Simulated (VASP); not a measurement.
Level of theory: PBE GGA with D4 dispersion, VASP's PBE PAW potentials (set 64) (plane waves; VASP).

VASP ran on this input.

**POSCAR**
```
Si
1
    0.0000000000     2.7155000000     2.7155000000
    2.7155000000     0.0000000000     2.7155000000
    2.7155000000     2.7155000000     0.0000000000
Si
2
Direct
  0.0000000000   0.0000000000   0.0000000000
  0.2500000000   0.2500000000   0.2500000000
```

File KPOINTS:
```
K-points
0
G
8 8 8
```

**INCAR**
```
! general
SYSTEM=Si
PREC  =Accurate
ENCUT =520
LREAL =.FALSE.
LASPH =.TRUE.

! electronic loop
EDIFF =1E-6
NELM  =100
ALGO  =Normal

! smearing
ISMEAR=0
SIGMA =0.05

! functional
GGA   =PE
IVDW  =13

! ions
IBRION=2
NSW   =60
ISIF  =3
EDIFFG=-0.01

! output
LWAVE =.FALSE.
LCHARG=.FALSE.
```

POTCAR, in this order: Si (PBE.64 set). Program: vasp_std.

Estimate the energy per atom (σ→0), dispersion energy, volume per atom.

* **energy per atom (σ→0)**: -5.753 eV/atom
* **dispersion energy**: -0.668 eV
* **volume per atom**: 19.88 Å^3/atom

**OSZICAR**
```
...
DAV:   4    -0.108334089113E+02   -0.87914E-06   -0.61443E-06   624   0.226E-02
   2 F= -.11504724E+02 E0= -.11504724E+02  d E =-.349956E-03
       N       E                     dE             d eps       ncg     rms          rms(c)
DAV:   1    -0.108369985448E+02   -0.35905E-02   -0.49093E-03   552   0.404E-01    0.635E-02
DAV:   2    -0.108369128149E+02    0.85730E-04   -0.71180E-05   600   0.595E-02    0.387E-02
DAV:   3    -0.108368654934E+02    0.47321E-04   -0.91524E-05   536   0.490E-02    0.138E-02
DAV:   4    -0.108368652873E+02    0.20613E-06   -0.90235E-07   416   0.888E-03
   3 F= -.11505006E+02 E0= -.11505006E+02  d E =-.631027E-03
```

The compound is Si in the diamond structure. This run relaxes it. Symmetry was kept, so distortions that lower it aren't found.
